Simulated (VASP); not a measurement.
GdN:

```
CELL_PARAMETERS angstrom
2.50500 2.50500 5.01000
5.01000 2.50500 2.50500
2.50500 5.01000 2.50500
ATOMIC_POSITIONS crystal
Gd 0.00000 0.00000 0.00000
Gd 0.50000 0.50000 0.50000
N 0.25000 0.25000 0.25000
N 0.75000 0.75000 0.75000
```

The cell comes from a database or a generator and needn't be the stable form of this composition.

Base run:

| Item | Value |
| --- | --- |
| Program | VASP 6.6.1 |
| Functional | PBE |
| Potentials or basis | VASP PAW PBE potentials, release 64 (Gd, N) |
| Cutoff | 520 eV |
| k mesh | 7 × 7 × 7 |
| Occupations | fermi-dirac, width 0.05 eV |
| Spin | collinear spin, ferromagnetic start |
| Starting moments | [7.0, 7.0, 0.0, 0.0] μB |
| Hubbard terms | Gd f U = 6 eV |

Its results: band gap on the k mesh none (metal or under the smearing width); pressure -0.4 GPa; net moment 14.00 μB per cell; site moments Gd +6.87; N -0.11 μB.

Problem. The run is repeated on the same cell with these changes: spin from collinear spin, ferromagnetic start to collinear spin, antiferromagnetic start; moments at the start from [7.0, 7.0, 0.0, 0.0] to [7.0, -7.0, 0.0, 0.0]. What comes out?

Solution. Band gap on the k mesh 0.19 eV; pressure -0.2 GPa; net moment 0.00 μB per cell; site moments Gd +6.86, -6.86; N +0.00 μB.

Caveats: spin-orbit coupling is left out, which moves the levels of the heavy elements; an odd mesh through Γ misses points on the zone boundary, where band edges often lie (some runs).
